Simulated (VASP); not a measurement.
All values below come from rev-vdW-DF2, VASP's PBE PAW potentials (set 64) (plane waves; VASP).

VASP input:

### POSCAR
```
RuAl
1.0
  3.0498596984   0.0000000000   0.0000000000
  0.0000000000   3.0498596984   0.0000000000
  0.0000000000   0.0000000000   3.0498596984
Al Ru
1 1
Direct
  0.5000000000   0.5000000000   0.5000000000
  0.0000000000   0.0000000000   0.0000000000
```

**INCAR**
```
SYSTEM = RuAl
PREC = Accurate; ENCUT = 520; LREAL = .FALSE.
LASPH = .TRUE.
EDIFF = 1E-7; NELM = 100; ALGO = Normal
LMAXMIX = 4
ISMEAR = 1; SIGMA = 0.1
GGA = MK; LUSE_VDW = .TRUE.; AGGAC = 0.0
PARAM1 = 0.1234568; PARAM2 = 0.7114; ZAB_VDW = -1.8867
ISIF = 2
LWAVE = .FALSE.; LCHARG = .FALSE.
```

KPOINTS:
```
Automatic mesh
0
Gamma
12 12 12
0 0 0
```

POTCAR, in this order: Al Ru_pv (PBE.64 set). Program: vasp_std.

What VASP printed:

File OSZICAR:
```
       N       E                     dE             d eps       ncg     rms          rms(c)
DAV:   1     0.115523373906E+03    0.11552E+03   -0.94450E+03  2048   0.132E+03
DAV:   2    -0.883700013227E+01   -0.12436E+03   -0.12025E+03  2192   0.345E+02
DAV:   3    -0.110834129125E+02   -0.22464E+01   -0.21627E+01  2424   0.471E+01
DAV:   4    -0.111059384028E+02   -0.22525E-01   -0.22517E-01  2320   0.484E+00
DAV:   5    -0.111064893948E+02   -0.55099E-03   -0.55098E-03  2584   0.651E-01    0.109E+01
DAV:   6    -0.105805053350E+02    0.52598E+00   -0.36628E+00  2136   0.215E+01    0.227E+00
DAV:   7    -0.104933853469E+02    0.87120E-01   -0.34231E-01  2140   0.685E+00    0.185E+00
DAV:   8    -0.104780137053E+02    0.15372E-01   -0.21058E-02  2160   0.147E+00    0.182E-01
DAV:   9    -0.104779156312E+02    0.98074E-04   -0.27704E-04  2424   0.157E-01    0.113E-01
DAV:  10    -0.104779135079E+02    0.21233E-05   -0.41497E-05  2380   0.849E-02    0.841E-03
DAV:  11    -0.104779128948E+02    0.61312E-06   -0.17191E-06  2456   0.167E-02    0.421E-03
DAV:  12    -0.104779124017E+02    0.49303E-06   -0.11699E-07  1352   0.354E-03    0.496E-04
DAV:  13    -0.104779124281E+02   -0.26411E-07   -0.13303E-08  1108   0.110E-03
   1 F= -.10477912E+02 E0= -.10477865E+02  d E =-.141058E-03
```

File OUTCAR:
```
------------------------ aborting loop because EDIFF is reached ----------------------------------------
  FORCE on cell =-STRESS in cart. coord.  units (eV):
  Direction    XX          YY          ZZ          XY          YZ          ZX
  --------------------------------------------------------------------------------------
  Total       -1.9309381     -1.9309381     -1.9309381     -0.0000000     -0.0000000      0.0000000
  in kB     -109.0534343   -109.0534343   -109.0534343     -0.0000000     -0.0000000      0.0000000
  external PRESSURE =    -109.0534343 kB  Pullay stress =       0.0000000 kB
  volume of cell :       28.37
      direct lattice vectors                 reciprocal lattice vectors
     3.049859698  0.000000000  0.000000000     0.327883935  0.000000000  0.000000000
     0.000000000  3.049859698  0.000000000     0.000000000  0.327883935  0.000000000
     0.000000000  0.000000000  3.049859698     0.000000000  0.000000000  0.327883935
 POSITION                                       TOTAL-FORCE (eV/Angst)
 -----------------------------------------------------------------------------------
      1.52493      1.52493      1.52493         0.000000      0.000000      0.000000
      0.00000      0.00000      0.00000         0.000000      0.000000      0.000000
 -----------------------------------------------------------------------------------
    total drift:                                0.000000      0.000000      0.000000
  FREE ENERGIE OF THE ION-ELECTRON SYSTEM (eV)
  ---------------------------------------------------
  free  energy   TOTEN  =       -10.4779124281 eV

  energy  without entropy=      -10.4777713703  energy(sigma->0) =      -10.47786541
```
(Selected blocks of OUTCAR.)

**OUTCAR**
```
 val. band max:        9.8151007008   @ k =   0.0833   0.0833   0.0000

 cond. band min:       9.8321888454   @ k =   0.4167   0.3333   0.1667


 Fermi energy:         9.8311453828

 k-point     1 :       0.0000    0.0000    0.0000
  band No.  band energies     occupation
      1     -31.8718      2.00000
      2     -31.8718      2.00000
      3     -31.8718      2.00000
      4       0.5262      2.00000
      5       6.5960      2.00000
      6       6.5960      2.00000
      7       9.9943     -0.04319
      8       9.9943     -0.04319
      9       9.9943     -0.04319
     10      15.6394      0.00000
     11      15.6394      0.00000
     12      15.6394      0.00000

 k-point     2 :       0.0833    0.0000    0.0000
  band No.  band energies     occupation
      1     -31.8831      2.00000
      2     -31.8708      2.00000
      3     -31.8708      2.00000
      4       0.6531      2.00000
      5       6.6344      2.00000
      6       6.6389      2.00000
      7       9.8428      0.80504
      8       9.8428      0.80501
      9      10.0091     -0.03045
     10      15.0152      0.00000
     11      15.8917      0.00000
     12      15.8917      0.00000

 k-point     3 :       0.1667    0.0000    0.0000
  band No.  band energies     occupation
      1     -31.9141      2.00000
      2     -31.8682      2.00000
      3     -31.8682      2.00000
      4       1.0266      2.00000
      5       6.6980      2.00000
      6       6.7597      2.00000
      7       9.4746      2.00001
      8       9.4746      2.00001
      9      10.0498     -0.00836
     10      13.8013      0.00000
     11      16.5634      0.00000
     12      16.5634      0.00000

 k-point     4 :       0.2500    0.0000    0.0000
  band No.  band energies     occupation
      1     -31.9561      2.00000
      2     -31.8646      2.00000
      3     -31.8646      2.00000
      4       1.6266      2.00000
      5       6.6260      2.00000
      6       6.9341      2.00000
...
```

The compound is RuAl in the CsCl type structure. This cell is one point of a volume scan, at 1.06 of the reference volume. The electron count is odd and the run is not spin-polarised, which forces a metal.
